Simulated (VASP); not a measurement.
```
K
1.0
   -2.64000     2.64000     2.64000
    2.64000    -2.64000     2.64000
    2.64000     2.64000    -2.64000
K
1
Cartesian
  0.00000   0.00000   0.00000
```

These are vdW-DF-cx, VASP's PBE PAW potentials (set 64) (plane waves; VASP 6.6.1) values and carry that method's errors. Settings: 520 eV cut-off, 9×9×9 Γ-centred mesh, first-order Methfessel-Paxton smearing of 0.10 eV, potentials K_sv.

**Question.** Predict the energy per atom (σ→0), band gap (on the k-mesh) with the smallest direct gap where there is one.

**Answer.** 
- band gap (on the k-mesh) = none (metal, semimetal or under 0.01 eV)
- energy per atom (σ→0) = 1.193 eV/atom

The absolute energy has meaning only against runs of the same code, potentials and settings.

The compound is K in the bcc structure. The cell was not relaxed at this level.
